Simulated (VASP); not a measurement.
ZnSe (zinc blende) relaxed at rising pressure, in one space group throughout; other phases were not tried. The pressures are those reached. These are LDA (Ceperley-Alder, Perdew-Zunger), VASP's LDA PAW potentials (set 64) (plane waves; VASP 6.6.1) values and carry that method's errors.

| P (GPa) | V (Å³/atom) | k-mesh |
|---|---|---|
| -0.07 | 21.702 | 8×8×8 |
| 4.97 | 20.407 | 8×8×8 |
| 9.94 | 19.450 | 9×9×9 |
| 19.94 | 18.045 | 9×9×9 |
| 29.87 | 17.030 | 9×9×9 |

A change of mesh leaves a small step in the series.

Problem. Fit an equation of state and predict the volume at 44.82 GPa.

Solution. Least squares on the third-order Birch-Murnaghan form, P = (3B0/2)(y⁷ − y⁵)[1 + (3/4)(B′ − 4)(y² − 1)] with y = (V0/V)^(1/3), gives V0 = 21.679 Å³/atom, B0 = 72 GPa and B′ = 4.5, and so 15.902 Å³/atom. The run gave 15.907 Å³/atom, +0.0 % from the fit.

Pressures at which the relaxation failed are left out.

The compound is ZnSe in the zinc blende structure.
